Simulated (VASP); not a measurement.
A convergence study with VASP on Ni3Si (L1_2): one setting is varied, all else stays as given below, so the limit is that of these other settings.

```yaml
crystal:
  lattice:
    - [3.51000, 0.00000, 0.00000]
    - [0.00000, 3.51000, 0.00000]
    - [0.00000, 0.00000, 3.51000]
  atoms:
    - { symbol: Si, position: [0.00000, 0.00000, 0.00000] }
    - { symbol: Ni, position: [0.00000, 0.50000, 0.50000] }
    - { symbol: Ni, position: [0.50000, 0.00000, 0.50000] }
    - { symbol: Ni, position: [0.50000, 0.50000, 0.00000] }
```

Calculation: PBE GGA, VASP's PBE PAW potentials (set 64) (plane waves; VASP 6.6.1). The tightest run used: 550 eV cut-off, 18×18×18 Γ-centred mesh, first-order Methfessel-Paxton smearing of 0.10 eV, potentials Si Ni.

```json
[
 {"setting": "1×1×1 mesh", "E (eV/atom)": "-3.5932", "pressure (GPa)": "19.47", "irreducible k-points": "1"},
 {"setting": "2×2×2 mesh", "E (eV/atom)": "-5.9602", "pressure (GPa)": "-3.96", "irreducible k-points": "4"},
 {"setting": "3×3×3 mesh", "E (eV/atom)": "-5.8814", "pressure (GPa)": "0.43", "irreducible k-points": "4"}
]
```

Question: These are the cheaper rows. Estimate the results at 18×18×18 mesh, and how far the last row shown lies from them.

Answer: 
```tsv
quantity	tightest run	last row shown is off by
E (eV/atom)	-5.9200	0.0386
pressure (GPa)	-0.71	1.14
```

Left out are rungs that failed or repeat a setting and relaxations that didn't move; long series are thinned to 24 rows.

The compound is Ni3Si in the L1_2 structure. The cell was not relaxed at this level. The run is not spin-polarised, so no magnetic state was tried.
